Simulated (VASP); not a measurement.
GaP, 2 atoms in the cell. Symmetry: F-43m, No. 216, cubic system. The conventional cell has a = 5.451 Å, b = 5.451 Å, c = 5.451 Å, α = 90.00°, β = 90.00°, γ = 90.00°. Ga (site symmetry -43m) is surrounded by 4 P at 2.36 Å. P (site symmetry -43m) has 4 Ga at 2.36 Å as nearest neighbours. 

```yaml
Program: VASP 6.6.1
Task: relaxation of cell and atoms
Functional: PBE
Potentials_or_basis: VASP PAW PBE potentials, release 64 (Ga_d, P)
Cutoff: 520 eV
k_mesh: 10 × 10 × 10
Occupations: gaussian, width 1 eV
Spin: no spin polarisation
Further_INCAR_settings: ALGO = Normal; EDIFF = 1e-07; IBRION = 2; EDIFFG = -0.002; NSW = 80; ISIF = 3
```

Potentials or basis: VASP PAW PBE potentials, release 64 (Ga_d, P).

The run is started by

```sh
$ cat potpaw_PBE.64/Ga_d/POTCAR potpaw_PBE.64/P/POTCAR > POTCAR
$ mpirun -np 1 vasp_std > vasp.out
```

Hardware: 1 thread of Intel(R) Xeon(R) Platinum 8488C (Sapphire Rapids) (shared host).

**Question.** How long does it take, and how much memory?

**Answer.** Wall time 69 s on 1 thread of Intel(R) Xeon(R) Platinum 8488C (Sapphire Rapids), with other jobs on the host, peak memory 0.18 GiB. Counts: scf iterations 32, k points 47, ion steps 3.
